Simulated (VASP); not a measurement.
# LiBiS3 (Pm-3m) in VASP: a series of runs, part 2 of 2

VASP 6.6.1.

## (5) Relaxation of cell and atoms, BLYP+D4

The input, INCAR:

```
PREC = Accurate
ENCUT = 600
EDIFF = 1E-7
ISMEAR = -1
SIGMA = 0.05
LREAL = False
LASPH = True
NELM = 80
ALGO = Normal
ISIF = 3
LWAVE = False
LCHARG = False
GGA = B5
ALDAX = 1.0
AGGAX = 1.0
AGGAC = 1.0
ALDAC = 0.0
IVDW = 13
VDW_S6 = 1.0
VDW_S8 = 2.34076671
VDW_A1 = 0.44488865
VDW_A2 = 4.0933009
IBRION = 2
NSW = 40
EDIFFG = -0.01
```

The input, KPOINTS:

```
Automatic mesh
0
Gamma
  5 5 5
```

The input, POSCAR:

```
LiBiS3
1.0
    4.5614400000      0.0000000000      0.0000000000
    0.0000000000      4.5614400000      0.0000000000
    0.0000000000      0.0000000000      4.5614400000
Li Bi S
1 1 3
Direct
    0.5000000000      0.5000000000      0.5000000000
    0.0000000000      0.0000000000      0.0000000000
    0.5000000000      0.5000000000      0.0000000000
    0.0000000000      0.5000000000      0.5000000000
    0.5000000000      0.0000000000      0.5000000000
```

Potentials or basis: VASP PAW PBE potentials, release 64 (Li_sv, Bi_d, S).

Started as:

```bash
$ cat potpaw_PBE.64/Li_sv/POTCAR potpaw_PBE.64/Bi_d/POTCAR potpaw_PBE.64/S/POTCAR > POTCAR
$ mpirun -np 1 vasp_std > vasp.out
```

OUTCAR:

```text
PREC = Accurate
   ENCUT = 600
   EDIFF = 1E-7
   ISMEAR = -1
   LREAL = False
   LASPH = True
   NELM = 80
   ISIF = 3
   GGA = B5
   IVDW = 13
   IBRION = 2
   NSW = 40
   EDIFFG = -0.01

 ion  position               nearest neighbor table
   1  0.500  0.500  0.500-   3 2.28   4 2.28   5 2.28   3 2.28   5 2.28   4 2.28
   2  0.000  0.000  0.000-   3 3.23   4 3.23   5 3.23   4 3.23   5 3.23   3 3.23   4 3.23   4 3.23
                             3 3.23   5 3.23   5 3.23   3 3.23
   3  0.500  0.500  0.000-   1 2.28   1 2.28   2 3.23   2 3.23   2 3.23   2 3.23
   4  0.000  0.500  0.500-   1 2.28   1 2.28   2 3.23   2 3.23   2 3.23   2 3.23
   5  0.500  0.000  0.500-   1 2.28   1 2.28   2 3.23   2 3.23   2 3.23   2 3.23

  LATTYP: Found a simple cubic cell.
 ALAT       =     4.5614400000

  Lattice vectors:

 A1 = (   4.5614400000,   0.0000000000,   0.0000000000)
 A2 = (   0.0000000000,   4.5614400000,   0.0000000000)
 A3 = (   0.0000000000,   0.0000000000,   4.5614400000)

Analysis of symmetry for initial positions (statically):
=====================================================================
 Subroutine PRICEL returns:
 Original cell was already a primitive cell.

 Routine SETGRP: Setting up the symmetry group for a
 simple cubic supercell.

 Subroutine GETGRP returns: Found 48 space group operations
 (whereof 48 operations were pure point group operations)
 out of a pool of 48 trial point group operations.

The static configuration has the point symmetry O_h .

Analysis of symmetry for dynamics (positions and initial velocities):
=====================================================================
 Subroutine PRICEL returns:
 Original cell was already a primitive cell.

 Routine SETGRP: Setting up the symmetry group for a
 simple cubic supercell.

 Subroutine GETGRP returns: Found 48 space group operations
 (whereof 48 operations were pure point group operations)
 out of a pool of 48 trial point group operations.

The dynamic configuration has the point symmetry O_h .

 Subroutine INISYM returns: Found 48 space group operations
 (whereof 48 operations are pure point group operations),
 and found     1 'primitive' translations

----------------------------------------------------------------------------------------

                                     Primitive cell

  volume of cell :      94.9087

  direct lattice vectors                    reciprocal lattice vectors
     4.561440000  0.000000000  0.000000000     0.219229015  0.000000000  0.000000000
     0.000000000  4.561440000  0.000000000     0.000000000  0.219229015  0.000000000
     0.000000000  0.000000000  4.561440000     0.000000000  0.000000000  0.219229015

  length of vectors
     4.561440000  4.561440000  4.561440000     0.219229015  0.219229015  0.219229015

  position of ions in fractional coordinates (direct lattice)
     0.500000000  0.500000000  0.500000000
     0.000000000  0.000000000  0.000000000
     0.500000000  0.500000000  0.000000000
     0.000000000  0.500000000  0.500000000
     0.500000000  0.000000000  0.500000000

  ion indices of the primitive-cell ions
   primitive index   ion index
                 1           1
                 2           2
                 3           3
                 4           4
                 5           5

[... 33 lines left out ...]
  0.400000  0.400000  0.000000     12.000000
  0.200000  0.200000  0.200000      8.000000
  0.400000  0.200000  0.200000     24.000000
  0.400000  0.400000  0.200000     24.000000
  0.400000  0.400000  0.400000      8.000000
   k-points           NKPTS =     10   k-points in BZ     NKDIM =     10   number of bands    NBANDS=     22
   number of dos      NEDOS =    301   number of ions     NIONS =      5
   total plane-waves  NPLWV =  46656
   dimension x,y,z NGX =    36 NGY =   36 NGZ =   36
   dimension x,y,z NGXF=    72 NGYF=   72 NGZF=   72
   ions per type =               1   1   3
   NGX,Y,Z   is equivalent  to a cutoff of  13.12, 13.12, 13.12 a.u.
   NGXF,Y,Z  is equivalent  to a cutoff of  26.24, 26.24, 26.24 a.u.
 SYSTEM =  unknown system
   PREC   = accura    normal or accurate (medium, high low for compatibility)
   ISTART =      0    job   : 0-new  1-cont  2-samecut
   ICHARG =      2    charge: 1-file 2-atom 10-const
   ISPIN  =      1    spin polarized calculation?
   LNONCOLLINEAR =      F non collinear calculations
   LSORBIT =      F    spin-orbit coupling
   LASPH  =      T    aspherical Exc in radial PAW
   ENCUT  =  600.0 eV  44.10 Ry    6.64 a.u.   9.11  9.11  9.11*2*pi/ulx,y,z
   NELM   =     80;   NELMIN=  2; NELMDL= -5     # of ELM steps
   EDIFF  = 0.1E-06   stopping-criterion for ELM
   LREAL  =      F    real-space projection
   EDIFFG = -.1E-01   stopping-criterion for IOM
   NSW    =     40    number of steps for IOM
   IBRION =      2    ionic relax: 0-MD 1-quasi-New 2-CG
   NFREE  =      1    steps in history (QN), initial steepest desc. (CG)
   ISIF   =      3    stress and relaxation
   ISYM   =      2    0-nonsym 1-usesym 2-fastsym
   POTIM  = 0.5000    time-step for ionic-motion
   TEBEG  =    0.0;   TEEND  =   0.0 temperature during run
   PSTRESS=    0.0 pullay stress
   NELECT =      36.0000    total number of electrons
   NUPDOWN=      -1.0000    fix difference up-down
   EMIN   =  10.00;   EMAX   =-10.00  energy-range for DOS
   EFERMI =   0.00;   METHOD = LEGACY
   ISMEAR =    -1;   SIGMA  =   0.05  broadening in eV -4-tet -1-fermi 0-gaus
   EFERMI_NEDOS =   21; number of points for ismear=-14 and -15
   IALGO  =     38    algorithm
   IMIX   =      4    mixing-type and parameters
     AMIX     =   0.40;   BMIX     =  1.00
     AMIX_MAG =   1.60;   BMIX_MAG =  1.00
  volume/ion in A,a.u.               =      18.98       128.10
  Fermi-wavevector in a.u.,A,eV,Ry     =   1.185060  2.239439 19.107578  1.404367
  Thomas-Fermi vector in A             =   2.321262
   LORBIT       =      0    0 simple, 1 ext, 2 COOP (PROOUT), +10 PAW based schemes
   GGA     = B5    functional components
   LHFCALC =     F    Hartree Fock is set to
   AEXX    =    0.0000 exact exchange contribution
   IVDW    =    13    specifies the selected vdW correction
   LEPSILON=     F    determine dielectric tensor
   LRPA    =     F    only Hartree local field effects (RPA)
 conjugate gradient relaxation of ions
 non-spin polarized calculation
  energy-cutoff  :      600.00
  volume of cell :       94.91
 maximum number of plane-waves:      3177
   NGX = 19   NGY = 19   NGZ = 19

 number of electron      36.0000014 magnetization

 Free energy of the ion-electron system (eV)
  ---------------------------------------------------
  ext. energy  EPLUGINS =         0.00000000
  ---------------------------------------------------
  free energy    TOTEN  =       -15.02340465 eV

  energy without entropy =      -14.99497431  energy(sigma->0) =      -15.00918948

 E-fermi :   6.0207     XC(G=0):  -9.5954

 val. band max:        5.9950806484   @ k =   0.4000   0.4000   0.4000
 cond. band min:       6.1221154475   @ k =   0.4000   0.2000   0.2000
 fundamental gap:      0.1270347991
 Fermi energy:         6.0207040227

 k-point     1 :       0.0000    0.0000    0.0000
  band No.  band energies     occupation
      1     -38.5436      2.00000
      2     -17.3923      2.00000
      3     -17.3923      2.00000
      4     -17.3813      2.00000
      5     -17.3813      2.00000
      6     -17.3813      2.00000
[... 239 lines left out ...]
     21       9.5431      0.00000
     22       9.5431      0.00000

------------------------ aborting loop because EDIFF is reached ----------------------------------------

  DFT-D4 for vdW energy calculation

  Edisp (eV):   -3.27902

  FORCE on cell =-STRESS in cart. coord.  units (eV):
  Direction    XX          YY          ZZ          XY          YZ          ZX
  --------------------------------------------------------------------------------------
  -------------------------------------------------------------------------------------
  Total       0.02758     0.02758     0.02758     0.00000     0.00000     0.00000
  in kB       0.46566     0.46566     0.46566     0.00000     0.00000     0.00000
  external pressure =        0.47 kB  Pullay stress =        0.00 kB

 VOLUME and BASIS-vectors are now :
 -----------------------------------------------------------------------------
  energy-cutoff  :      600.00
  volume of cell :       94.91
      direct lattice vectors                 reciprocal lattice vectors
     4.561440000  0.000000000  0.000000000     0.219229015  0.000000000  0.000000000
     0.000000000  4.561440000  0.000000000     0.000000000  0.219229015  0.000000000
     0.000000000  0.000000000  4.561440000     0.000000000  0.000000000  0.219229015

 POSITION                                       TOTAL-FORCE (eV/Angst)
 -----------------------------------------------------------------------------------
      2.28072      2.28072      2.28072         0.000000      0.000000      0.000000
      0.00000      0.00000      0.00000         0.000000      0.000000      0.000000
      2.28072      2.28072      0.00000         0.000000      0.000000      0.000000
      0.00000      2.28072      2.28072         0.000000      0.000000      0.000000
      2.28072      0.00000      2.28072         0.000000      0.000000      0.000000
 -----------------------------------------------------------------------------------
    total drift:                                0.000000      0.000000      0.000000

  FREE ENERGIE OF THE ION-ELECTRON SYSTEM (eV)
  ---------------------------------------------------
  free  energy   TOTEN  =       -18.3024265063 eV

  energy  without entropy=      -18.2739961711  energy(sigma->0) =      -18.28821134

 reached required accuracy - stopping structural energy minimisation
```

It took 28 s on 1 thread of Intel Xeon 6975P-C (Granite Rapids), shared host; peak memory 0.21 GiB.

Results:

* Free energy: -18.3024 eV
* Pressure after relaxing: 0.0 GPa
* Band gap on the k mesh: none (metal or under the smearing width)
* Dispersion energy per atom: -0.656 eV

Final structure:
```
Li Bi S
1.0
     4.56144    0.00000    0.00000
     0.00000    4.56144    0.00000
     0.00000    0.00000    4.56144
Li Bi S
1 1 3
Direct
  0.50000 0.50000 0.50000
  0.00000 0.00000 0.00000
  0.50000 0.50000 0.00000
  0.00000 0.50000 0.50000
  0.50000 0.00000 0.50000
```

Caveat: the cutoff is under 1.25 times the usual one of these potentials, so pressure, stress and relaxed cells hold a basis-set (Pulay) error; the relaxation stopped at its first step, so nothing moved; the PAW data sets were made with another functional, which shifts forces and pressure a little; spin-orbit coupling is left out, which moves the levels of the heavy elements; pairwise dispersion overbinds metals, which lowers pressure and volume.

## (6) Relaxation of cell and atoms, LDA

The input, INCAR:

```
PREC     = Accurate       # precision mode
ENCUT    = 600            # plane-wave cutoff, eV
EDIFF    = 1E-7           # SCF threshold, eV
ISMEAR   = -1             # smearing method
SIGMA    = 0.05           # smearing width, eV
LREAL    = False          # projectors in reciprocal space
LASPH    = True           # aspherical terms in the spheres
NELM     = 60             # most SCF steps
ALGO     = Normal         # electronic algorithm
ISIF     = 3              # what is computed and relaxed
LWAVE    = False          # write WAVECAR
LCHARG   = False          # write CHGCAR
IBRION   = 2              # ionic algorithm
NSW      = 60             # ionic steps
EDIFFG   = -0.01          # ionic threshold
PSTRESS  = 0
```

KPOINTS is that of step 5.

POSCAR is that of step 5.

Potentials or basis: VASP PAW LDA potentials, release 64 (Li_sv, Bi_d, S).

Started as:

```bash
$ cat potpaw_LDA.64/Li_sv/POTCAR potpaw_LDA.64/Bi_d/POTCAR potpaw_LDA.64/S/POTCAR > POTCAR
$ mpirun -np 1 vasp_std > vasp.out
```

It took 21 s on 1 thread of Intel Xeon 6975P-C (Granite Rapids), shared host; peak memory 0.19 GiB.

The run converged. Its results:

```yaml
Free_energy: -20.6202 eV
Relaxed_volume: 17.46 Å³/atom
Relaxed_cell: a = 4.436 Å, b = 4.436 Å, c = 4.436 Å, α = 90.00°, β = 90.00°, γ = 90.00°
Space_group_after_relaxing_to_0.05_Å: Pm-3m (No. 221)
Energy_gained_by_relaxing: 26.5 meV/atom
Ionic_steps: 3
Pressure_after_relaxing: 0.0 GPa
Band_gap_on_the_k_mesh: none (metal or under the smearing width)
```

The path:
| step | energy change (eV) | largest force (eV/Å) | pressure (GPa) | volume (Å³) |
| --- | --- | --- | --- | --- |
| 1 | 0.0000 | 0.0000 | -5.18 | 94.91 |
| 2 | -0.1316 | 0.0000 | 0.52 | 86.72 |
| 3 | -0.1325 | 0.0000 | 0.00 | 87.30 |

Final structure:
```cif
data_structure
_symmetry_space_group_name_H-M 'P 1'
_symmetry_Int_Tables_number 1
_cell_length_a 4.4362
_cell_length_b 4.4362
_cell_length_c 4.4362
_cell_angle_alpha 90.000
_cell_angle_beta 90.000
_cell_angle_gamma 90.000
_cell_volume 87.30
loop_
_atom_site_label
_atom_site_type_symbol
_atom_site_fract_x
_atom_site_fract_y
_atom_site_fract_z
_atom_site_occupancy
Li1 Li 0.50000 0.50000 0.50000 1
Bi1 Bi 0.00000 0.00000 0.00000 1
S1 S 0.50000 0.50000 0.00000 1
S2 S 0.00000 0.50000 0.50000 1
S3 S 0.50000 0.00000 0.50000 1
```

Levels at points of the mesh, in eV from the Fermi level:
| k point | band 17 | band 18 | band 19 | band 20 | band 21 | band 22 |
| --- | --- | --- | --- | --- | --- | --- |
| (0.00, 0.00, 0.00) | -0.50 | -0.50 | -0.50 | 4.08 | 4.08 | 4.08 |

Caveat: the cutoff is under 1.25 times the usual one of these potentials, so pressure, stress and relaxed cells hold a basis-set (Pulay) error; spin-orbit coupling is left out, which moves the levels of the heavy elements.

## (7) Summary

| level | potentials or basis | gap on the mesh (eV) | pressure (GPa) | relaxed volume (Å³/atom) |
| --- | --- | --- | --- | --- |
| BLYP | VASP PAW PBE potentials, release 64 (Li_sv, Bi_d, S) | none | 0.1 | 20.62 |
| BLYP+D3 | VASP PAW PBE potentials, release 64 (Li_sv, Bi_d, S) | none | 0.0 | 20.14 |
| BLYP+D3(BJ) | VASP PAW PBE potentials, release 64 (Li_sv, Bi_d, S) | none | 0.1 | 18.44 |
| BLYP+D4 | VASP PAW PBE potentials, release 64 (Li_sv, Bi_d, S) | none | 0.0 | - |
| LDA | VASP PAW LDA potentials, release 64 (Li_sv, Bi_d, S) | none | 0.0 | 17.46 |

Alike in all rows: task relaxation of cell and atoms; no spin polarisation; cell relaxed; k mesh 5 × 5 × 5; cutoff (eV) 600; smearing fermi-dirac 0.05 eV.

Caveats: the cutoff is under 1.25 times the usual one of these potentials, so pressure, stress and relaxed cells hold a basis-set (Pulay) error; spin-orbit coupling is left out, which moves the levels of the heavy elements; the PAW data sets were made with another functional, which shifts forces and pressure a little (some runs); pairwise dispersion overbinds metals, which lowers pressure and volume (some runs); the relaxation stopped at its first step, so nothing moved (some runs).

Total energies depend on the potentials used, so only differences within one code and one set of settings carry meaning.
